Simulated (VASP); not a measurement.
```xyz
4
Lattice="3.9751 0.0000 0.0000 0.0000 3.9751 0.0000 0.0000 0.0000 3.9751" Properties=species:S:1:pos:R:3 pbc="T T T"
Hg     0.0000     0.0000     0.0000
Pd     0.0000     1.9876     1.9876
Pd     1.9876     0.0000     1.9876
Pd     1.9876     1.9876     0.0000
```

All values below come from PBEsol GGA, VASP's PBE PAW potentials (set 64) (plane waves; VASP 6.6.1). Numerical set-up: 400 eV cut-off, 9×9×9 Γ-centred mesh, tetrahedra with Blöchl corrections, potentials Hg Pd.

The cores are frozen, which limits the accuracy of field gradients.

Give the principal components of the electric field gradient (V/Å²) and the asymmetry η at each nucleus.

```
atom   Vxx   Vyy   Vzz     η
----  ----  ----  ----  ----
Hg1    0.0   0.0   0.0     -
Pd2   -7.9  -7.9  15.8  0.00
Pd3   -7.9  -7.9  15.8  0.00
Pd4   -7.9  -7.9  15.8  0.00
```

The structure comes from a computed database's HgPd3 entry (Pm-3m); how it stands against other phases isn't given here. It was relaxed first.
